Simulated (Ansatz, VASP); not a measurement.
**Tl2Cl3 in two plane-wave programs**

Wanted: the spread between two codes on one cell, functional and k mesh.

Method: plane waves, with VASP 6.6.1 beside it; relaxation of cell and atoms at PBEsol, in Ansatz 0.2.0.

**1. The starting structure**

Symmetry: R-3m, No. 166, trigonal system. The conventional cell has a = 4.453 Å, b = 4.453 Å, c = 26.058 Å, α = 90.00°, β = 90.00°, γ = 120.00°. Nearest to Tl lie 6 Cl at 2.87 to 3.09 Å. Nearest to Cl lie 3 Tl at 2.87 Å. Nearest to Cl lie 6 Tl at 3.09 Å. Farther neighbours and most contacts between anions are not listed.

**2. VASP: relaxation of cell and atoms, PBEsol**

The relaxed volume is the usual yardstick between codes: its relative difference is about their pressure difference at one cell divided by the bulk modulus.

Lines of VASP's logs that name or quote its potential files are left out, and so is its time.

INCAR reads:

```
SYSTEM = Tl2Cl3
PREC = Accurate
ENCUT = 350
EDIFF = 1E-06
NELM = 120
ISMEAR = 0
SIGMA = 0.05
LREAL = .FALSE.
ALGO = Normal
GGA = PS
NBANDS = 19
LORBIT = 11
LWAVE = .FALSE.
LCHARG = .FALSE.
KPAR = 8
IBRION = 2
NSW = 30
ISIF = 3
EDIFFG = -0.02
POTIM = 0.4
```

POSCAR reads:

```
Tl2Cl3
1.0
    2.2265270129      1.2854859702      8.6859090568
   -2.2265270129      1.2854859702      8.6859090568
    0.0000000000     -2.5709719405      8.6859090568
Tl Cl
2 3
Direct
    0.3989436978      0.3989436978      0.3989436978
    0.6010563022      0.6010563022      0.6010563022
    0.7809141753      0.7809141753      0.7809141753
    0.2190858247      0.2190858247      0.2190858247
    0.0000000000      0.0000000000      0.0000000000
```

KPOINTS reads:

```
Automatic mesh
0
Gamma
5 5 5
0 0 0
```

Potentials, in the order of the species: Tl and Cl (PBE family, release 64).

Launch:

```bash
$ mpirun -np 8 vasp_std
```

Numbers of over 12 decimals in the logs are rounded to 6 here.

The program printed:

```text
[banner, memory and clock lines left out]
running    8 mpi-ranks, on    1 nodes
 distrk:  each k-point on    1 cores,    8 groups
 distr:  one band on    1 cores,    1 groups

 POSCAR found type information on POSCAR TlCl
 POSCAR found :  2 types and       5 ions
|                                                                             |
|           W    W    AA    RRRRR   N    N  II  N    N   GGGG   !!!           |
|           W    W   A  A   R    R  NN   N  II  NN   N  G    G  !!!           |
|           W    W  A    A  R    R  N N  N  II  N N  N  G       !!!           |
|           W WW W  AAAAAA  RRRRR   N  N N  II  N  N N  G  GGG   !            |
|           WW  WW  A    A  R   R   N   NN  II  N   NN  G    G                |
|           W    W  A    A  R    R  N    N  II  N    N   GGGG   !!!           |
|                                                                             |
|     For optimal performance we recommend to set                             |
|       NCORE = 2 up to number-of-cores-per-socket                            |
|     NCORE specifies how many cores store one orbital (NPAR=cpu/NCORE).      |
|     This setting can greatly improve the performance of VASP for DFT.       |
|     The default, NCORE=1 might be grossly inefficient on modern             |
|     multi-core architectures or massively parallel machines. Do your        |
|     Unfortunately you need to use the default for GW and RPA                |
|     calculations (for HF NCORE is supported but not extensively tested      |
|     yet).                                                                   |
|                                                                             |

|                                                                             |
|               ----> ADVICE to this user running VASP <----                  |
|                                                                             |
|     You enforced a specific xc type in the INCAR file but a different       |
|     [... a line on the potential file left out ...]
|     I HOPE YOU KNOW WHAT YOU ARE DOING!                                     |
|                                                                             |

 LDA part: xc-table for (Slater+PW92), standard interpolation
 POSCAR, INCAR and KPOINTS ok, starting setup
 FFT: planning ... GRIDC
 FFT: planning ... GRID_SOFT
 FFT: planning ... GRID
 WAVECAR not read
 entering main loop
       N       E                     dE             d eps       ncg     rms          rms(c)
DAV:   1     0.196844382642E+03    0.19684E+03   -0.72483E+03   722   0.808E+02
DAV:   2     0.105292314422E+02   -0.18632E+03   -0.18384E+03  1068   0.181E+02
DAV:   3    -0.146437945483E+02   -0.25173E+02   -0.24868E+02   849   0.828E+01
DAV:   4    -0.155029136459E+02   -0.85912E+00   -0.85754E+00   998   0.182E+01
DAV:   5    -0.155241234256E+02   -0.21210E-01   -0.21199E-01  1009   0.256E+00    0.633E+00
DAV:   6    -0.149743417951E+02    0.54978E+00   -0.10372E+00   884   0.545E+00    0.343E+00
DAV:   7    -0.149472740902E+02    0.27068E-01   -0.37022E-01   929   0.279E+00    0.141E+00
DAV:   8    -0.149485962450E+02   -0.13222E-02   -0.54928E-02   856   0.132E+00    0.274E-01
DAV:   9    -0.149478931886E+02    0.70306E-03   -0.59027E-03   953   0.509E-01    0.148E-01
DAV:  10    -0.149482061083E+02   -0.31292E-03   -0.10641E-03   866   0.180E-01    0.610E-02
DAV:  11    -0.149483796864E+02   -0.17358E-03   -0.15984E-04   805   0.781E-02    0.155E-02
DAV:  12    -0.149483906439E+02   -0.10958E-04   -0.18156E-05   992   0.235E-02    0.156E-02
DAV:  13    -0.149483936168E+02   -0.29729E-05   -0.75357E-06   811   0.168E-02    0.391E-03
DAV:  14    -0.149483936414E+02   -0.24664E-07   -0.13505E-06   725   0.763E-03
   1 F= -.14948394E+02 E0= -.14946560E+02  d E =-.149484E+02
 curvature:   0.00 expect dE= 0.000E+00 dE for cont linesearch  0.000E+00
 trial: gam= 0.00000 g(F)=  0.241E-04 g(S)=  0.481E-04 ort = 0.000E+00 (trialstep = 0.100E+01)
 search vector abs. value=  0.722E-04
 reached required accuracy - stopping structural energy minimisation
```

OUTCAR, selected parts (step 2):

```text
ion  position               nearest neighbor table
   1  0.399  0.399  0.399-   3 2.87   3 2.87   3 2.87   5 3.09   5 3.09   5 3.09
   2  0.601  0.601  0.601-   4 2.87   4 2.87   4 2.87   5 3.09   5 3.09   5 3.09
   3  0.781  0.781  0.781-   1 2.87   1 2.87   1 2.87
   4  0.219  0.219  0.219-   2 2.87   2 2.87   2 2.87
   5  0.000  0.000  0.000-   2 3.09   1 3.09   2 3.09   2 3.09   1 3.09   1 3.09

  LATTYP: Found a trigonal (rhomboedric) cell.
 ALAT       =     9.0584166863
 COS(alpha) =     0.8791681725

 Subroutine GETGRP returns: Found 12 space group operations
 (whereof 12 operations were pure point group operations)

The static configuration has the point symmetry D_3d.

 Found     19 irreducible k-points:

   k-points           NKPTS =     19   k-points in BZ     NKDIM =     19   number of bands    NBANDS=     19

   dimension x,y,z NGX =    56 NGY =   56 NGZ =   56
   dimension x,y,z NGXF=   112 NGYF=  112 NGZF=  112

   ENCUT  =  350.0 eV  25.72 Ry    5.07 a.u.  13.82 13.82 13.82*2*pi/ulx,y,z

   NELECT =      27.0000    total number of electrons

 k-points in reciprocal lattice and weights: Automatic mesh
   0.00000000  0.00000000  0.00000000       0.008
   0.20000000  0.00000000  0.00000000       0.048
   0.40000000  0.00000000  0.00000000       0.048
   0.20000000  0.20000000  0.00000000       0.048
   0.40000000  0.20000000  0.00000000       0.096
  -0.40000000  0.20000000  0.00000000       0.096
  -0.20000000  0.20000000  0.00000000       0.048
   0.40000000  0.40000000  0.00000000       0.048
  -0.40000000  0.40000000  0.00000000       0.048
[...]
0.40000000  0.40000000  0.40000000       0.016
  -0.40000000  0.40000000  0.40000000       0.048

 average (electrostatic) potential at core
       1 -42.7834       2 -42.7834       3 -93.5756       4 -93.5756       5 -94.1466

 E-fermi :   1.0361

 k-point     1 :       0.0000    0.0000    0.0000
  band No.  band energies     occupation
    ...
     10      -0.8100      2.00000
     11      -0.8100      2.00000
     12      -0.5277      2.00000
     13      -0.4427      2.00000
     14       0.9414      1.99262
     15       3.6846      0.00000
     16       5.8749      0.00000
     17       5.8749      0.00000
     18       6.4244      0.00000
     19       7.3441      0.00000

 k-point     2 :       0.2000    0.0000    0.0000
  band No.  band energies     occupation
    ...
     10      -1.0694      2.00000
     11      -0.8519      2.00000
     12      -0.4239      2.00000
     13       0.4673      2.00000
     14       0.6840      2.00000
     15       4.4059      0.00000
     16       5.6253      0.00000
     17       6.1043      0.00000
     18       6.3760      0.00000
     19       7.3071      0.00000

 k-point     3 :       0.4000    0.0000    0.0000
  band No.  band energies     occupation
    ...
      9      -1.3668      2.00000
     10      -1.1920      2.00000
     11      -0.7642      2.00000
     12      -0.5482      2.00000
     13       0.1910      2.00000
     14       1.2619      0.00000
     15       4.5923      0.00000
     16       5.8253      0.00000
     17       6.5608      0.00000
     18       6.7721      0.00000
    ...

  Total       -0.0154792     -0.0154792     -0.0758212      0.0000000      0.0000000      0.0000000
  in kB       -0.1662634     -0.1662634     -0.8144031      0.0000000      0.0000000      0.0000000
  external PRESSURE =      -0.3823099 kB  Pullay stress =       0.0000000 kB

  energy-cutoff  :      350.00
  volume of cell :      149.16
      direct lattice vectors                 reciprocal lattice vectors
     2.226527013  1.285485970  8.685909057     0.224564983  0.129652653  0.038376332
    -2.226527013  1.285485970  8.685909057    -0.224564983  0.129652653  0.038376332
     0.000000000 -2.570971941  8.685909057     0.000000000 -0.259305306  0.038376332

 POSITION                                       TOTAL-FORCE (eV/Angst)
 -----------------------------------------------------------------------------------
      0.00000     -0.00000     10.39557         0.000000     -0.000000      0.004712
      0.00000     -0.00000     15.66216         0.000000      0.000000     -0.004712
      0.00000     -0.00000     20.34885         0.000000      0.000000     -0.017029
      0.00000     -0.00000      5.70888         0.000000     -0.000000      0.017029
      0.00000      0.00000      0.00000         0.000000      0.000000      0.000000
 -----------------------------------------------------------------------------------
    total drift:                               -0.000000      0.000000      0.000000

  FREE ENERGIE OF THE ION-ELECTRON SYSTEM (eV)
  ---------------------------------------------------
  free  energy   TOTEN  =       -14.9483936414 eV

  energy  without entropy=      -14.9447264836  energy(sigma->0) =      -14.94656006

 reached required accuracy - stopping structural energy minimisation

 total charge
# of ion       s       p       d       tot
------------------------------------------
    1        1.629   0.365   0.104   2.098
    2        1.629   0.365   0.104   2.098
    3        1.602   3.436   0.000   5.039
    4        1.602   3.436   0.000   5.039
    5        1.603   3.427   0.000   5.030
--------------------------------------------------
tot          8.066  11.030   0.208  19.303

[... 3 further parts left out ...]
```

CONTCAR:

```
Tl2Cl3
   1.00000000000000
     2.2265270129000001    1.2854859702000001    8.6859090567999999
    -2.2265270129000001    1.2854859702000001    8.6859090567999999
     0.0000000000000000   -2.5709719405000002    8.6859090567999999
  Tl              Cl
     2     3
Direct
     0.3989436978000001    0.3989436978000001    0.3989436978000001
     0.6010563021999999    0.6010563021999999    0.6010563021999999
     0.7809141752999977    0.7809141752999977    0.7809141752999977
     0.2190858247000023    0.2190858247000023    0.2190858247000023
     0.0000000000000000    0.0000000000000000    0.0000000000000000
```

This run has no spin polarisation. Its electron count is odd, so without a moment it is a metal by construction. The data set Tl keeps the semicore shell frozen, which is cheaper and a little less accurate. The run keeps the 12 symmetry operations of its start, so it cannot find a distortion of lower symmetry.

[end of part 1 of 2]

[Lines on the potential files, build, host, timing and source positions are cut from VASP's logs without a mark.]

[Logs are printed without paths, hosts, clocks, repeated set-up lines and the standing remarks that a program may print on its own settings, such as how far it seeks lower states.]

[Hosts, paths, dates, database ids (printed as entryN), source tags and the programs' standing remarks are cut or masked in the printed files.]
